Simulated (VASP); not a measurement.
These are PBEsol GGA, VASP's PBE PAW potentials (set 64) (plane waves; VASP 6.6.1) values and carry that method's errors.

VASP input:

File POSCAR:
```
TiTe2
13.6286420
  0.2846135367   0.0000000000   0.0000000000
 -0.1423067683   0.2464825916   0.0000000000
  0.0000000000   0.0000000000   0.5000000000
Ti Te
1 2
Cartesian
  0.0000000000   0.0000000000   0.0000000000
  0.1423069107   0.0821607817   0.3749150000
 -0.0000001423   0.1643218099   0.1250850000
```

**INCAR**
```
NELM = 100
PREC = Accurate
LREAL = .FALSE.
EDIFF = 1E-6   # SCF stop (eV)
SYSTEM = TiTe2
ALGO = Normal
ISMEAR = -1   # Fermi-Dirac
LWAVE = .FALSE.
ISIF = 2   # forces and stress, cell fixed
LCHARG = .FALSE.
ENCUT = 300   # plane-wave cut-off (eV)
GGA = PS   # PBEsol
LMAXMIX = 4   # l cut-off of mixed one-centre charges
LASPH = .TRUE.   # aspherical one-centre terms
SIGMA = 0.1
```

File KPOINTS:
```
Automatic mesh
0
Gamma
8 8 4
0 0 0
```

POTCAR, in this order: Ti_sv Te (PBE.64 set). Program: vasp_std.

The run wrote:

**OSZICAR**
```
       N       E                     dE             d eps       ncg     rms          rms(c)
DAV:   1     0.120921401170E+03    0.12092E+03   -0.83877E+03  1200   0.937E+02
DAV:   2    -0.103803433081E+02   -0.13130E+03   -0.12992E+03  1320   0.262E+02
DAV:   3    -0.199685772404E+02   -0.95882E+01   -0.93623E+01  1816   0.687E+01
DAV:   4    -0.201666442724E+02   -0.19807E+00   -0.19800E+00  1400   0.102E+01
DAV:   5    -0.201750156921E+02   -0.83714E-02   -0.83710E-02  1848   0.175E+00    0.120E+01
DAV:   6    -0.203604033119E+02   -0.18539E+00   -0.63146E+01  1560   0.458E+01    0.173E+01
DAV:   7    -0.178092357538E+02    0.25512E+01   -0.54190E+01  1616   0.403E+01    0.575E+00
DAV:   8    -0.174146665633E+02    0.39457E+00   -0.21946E+00  1360   0.999E+00    0.222E+00
DAV:   9    -0.174450407809E+02   -0.30374E-01   -0.10243E+00  1560   0.612E+00    0.223E+00
DAV:  10    -0.174072262797E+02    0.37815E-01   -0.10504E+00  1456   0.641E+00    0.119E+00
DAV:  11    -0.173912262068E+02    0.16000E-01   -0.76627E-02  1424   0.189E+00    0.555E-01
DAV:  12    -0.173911265745E+02    0.99632E-04   -0.11857E-03  1368   0.247E-01    0.395E-01
DAV:  13    -0.173904839001E+02    0.64267E-03   -0.25854E-03  1712   0.288E-01    0.136E-01
DAV:  14    -0.173904433519E+02    0.40548E-04   -0.91775E-05  1320   0.691E-02    0.803E-02
DAV:  15    -0.173904120936E+02    0.31258E-04   -0.10410E-04  1704   0.617E-02    0.505E-02
DAV:  16    -0.173904068912E+02    0.52024E-05   -0.23618E-05  1408   0.321E-02    0.750E-03
DAV:  17    -0.173904061328E+02    0.75837E-06   -0.65170E-06  1112   0.123E-02
   1 F= -.17390406E+02 E0= -.17366548E+02  d E =-.477155E-01
```

### OUTCAR
```
------------------------ aborting loop because EDIFF is reached ----------------------------------------
  FORCE on cell =-STRESS in cart. coord.  units (eV):
  Direction    XX          YY          ZZ          XY          YZ          ZX
  --------------------------------------------------------------------------------------
  Total       -2.9643049     -2.9643058     -2.2342594      0.0000000      0.0000000      0.0000000
  in kB      -53.4889276    -53.4889444    -40.3157389      0.0000000      0.0000000      0.0000000
  external PRESSURE =     -49.0978703 kB  Pullay stress =       0.0000000 kB
  volume of cell :       88.79
      direct lattice vectors                 reciprocal lattice vectors
     3.878896000  0.000000000  0.000000000     0.257805314  0.148843944  0.000000000
    -1.939448000  3.359223000  0.000000000     0.000000000  0.297687888  0.000000000
     0.000000000  0.000000000  6.814321000     0.000000000  0.000000000  0.146749764
 POSITION                                       TOTAL-FORCE (eV/Angst)
 -----------------------------------------------------------------------------------
      0.00000      0.00000      0.00000        -0.000000      0.000000      0.000000
      1.93945      1.11974      5.10958        -0.000000      0.000000      0.322196
     -0.00000      2.23948      1.70474         0.000000     -0.000000     -0.322196
 -----------------------------------------------------------------------------------
    total drift:                               -0.000000     -0.000000      0.000000
  FREE ENERGIE OF THE ION-ELECTRON SYSTEM (eV)
  ---------------------------------------------------
  free  energy   TOTEN  =       -17.3904061328 eV

  energy  without entropy=      -17.3426906211  energy(sigma->0) =      -17.36654838
```
(Selected blocks of OUTCAR.)

**OUTCAR**
```
 val. band max:        5.4931787952   @ k =   0.3750  -0.0000   0.5000

 cond. band min:       5.5097686918   @ k =   0.5000   0.0000   0.2500


 Fermi energy:         5.5069139883

 k-point     1 :       0.0000    0.0000    0.0000
  band No.  band energies     occupation
      1     -51.8479      2.00000
      2     -28.2137      2.00000
      3     -28.2137      2.00000
      4     -28.1689      2.00000
      5      -6.4266      2.00000
      6      -5.2329      2.00000
      7       0.8519      2.00000
      8       3.8526      2.00000
      9       3.8526      2.00000
     10       5.7742      0.12920
     11       5.8635      0.05500
     12       5.8635      0.05500
     13       5.9205      0.03147
     14       6.3764      0.00033
     15       6.3764      0.00033
     16       8.4922      0.00000

 k-point     2 :       0.1250    0.0000    0.0000
  band No.  band energies     occupation
      1     -51.8477      2.00000
      2     -28.2182      2.00000
      3     -28.2148      2.00000
      4     -28.1682      2.00000
      5      -6.2751      2.00000
      6      -5.1557      2.00000
      7       1.0433      2.00000
      8       3.4654      2.00000
      9       3.8762      2.00000
     10       4.8570      1.99699
     11       5.4095      1.45200
     12       5.7225      0.20757
     13       5.8497      0.06288
     14       6.4430      0.00017
     15       6.6351      0.00003
     16       8.0396      0.00000

 k-point     3 :       0.2500    0.0000    0.0000
  band No.  band energies     occupation
      1     -51.8469      2.00000
      2     -28.2285      2.00000
      3     -28.2171      2.00000
      4     -28.1658      2.00000
      5      -5.8573      2.00000
      6      -4.9635      2.00000
      7       1.5829      2.00000
      8       2.6388      2.00000
      9       3.2269      2.00000
     10       3.9002      2.00000
     11       4.8632      1.99680
     12       5.0027      1.98716
     13       5.7237      0.20533
...
```

At this cut-off the stress carries a Pulay error, which pulls relaxed volumes low. Unless said otherwise, spin-orbit coupling is left out, though it shifts the bands of the heavy elements here.

The structure comes from a computed database's TiTe2 entry; how it stands against other phases isn't given here. The cell was not relaxed at this level. The run is one of a series of settings (GGA = PS against the base run), some of them coarse on purpose.
